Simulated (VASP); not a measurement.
Input for VASP

**POSCAR**
```
CoGa
1.0
  2.8504771063   0.0000000000   0.0000000000
  0.0000000000   2.8504771063   0.0000000000
  0.0000000000   0.0000000000   2.8504771063
Ga Co
1 1
Direct
  0.5000000000   0.5000000000   0.5000000000
  0.0000000000   0.0000000000   0.0000000000
```

File KPOINTS:
```
Automatic mesh
0
Gamma
12 12 12
0 0 0
```

**INCAR**
```
SYSTEM = CoGa
PREC = Accurate
ENCUT = 520
EDIFF = 1E-6
NELM = 100
ALGO = Normal
LREAL = .FALSE.
LASPH = .TRUE.
ISMEAR = 1
SIGMA = 0.1
GGA = PE
IVDW = 11
LMAXMIX = 4
LWAVE = .FALSE.
LCHARG = .FALSE.
IBRION = 2
ISIF = 3
NSW = 60
EDIFFG = -0.01
```

POTCAR, in this order: Ga_d Co (PBE.64 set). Program: vasp_std.

**Question.** Translate this PBE-D3 (zero damping) calculation to Quantum ESPRESSO's pw.x.

**Answer.** One equivalent input (not run):
```
&CONTROL
  calculation = 'vc-relax'
  pseudo_dir = './pseudo'
  outdir = './out'
  tprnfor = .true.
  tstress = .true.
  nstep = 60
  forc_conv_thr = 0.00039
/
&SYSTEM
  ibrav = 0
  nat = 2
  ntyp = 2
  ecutwfc = 96
  occupations = 'smearing'
  smearing = 'methfessel-paxton'
  degauss = 0.00735
  input_dft = 'pbe'
  vdw_corr = 'grimme-d3'
  dftd3_version = 3
  dftd3_threebody = .false.
/
&ELECTRONS
  conv_thr = 7.3e-08
  electron_maxstep = 100
/
&IONS
/
&CELL
/
ATOMIC_SPECIES
  Ga 69.723 Ga.upf
  Co 58.933 Co.upf
CELL_PARAMETERS angstrom
     2.8504771   -0.0000000   -0.0000000
    -0.0000000    2.8504771   -0.0000000
    -0.0000000   -0.0000000    2.8504771
ATOMIC_POSITIONS crystal
  Ga   0.5000000  0.5000000  0.5000000
  Co   0.0000000  0.0000000  0.0000000
K_POINTS automatic
  12 12 12 0 0 0
```
Limits of the translation: the potentials are each code's own (VASP's PAW set, PseudoDojo norm-conserving files in pw.x), so ENCUT and ecutwfc are chosen apart and not converted; conv_thr bounds pw.x's estimated SCF error, while EDIFF bounds the energy change between steps; forc_conv_thr acts on force components and is met together with etot_conv_thr.

The compound is CoGa in the CsCl type structure. It was relaxed first. The start is the result of an earlier pass.
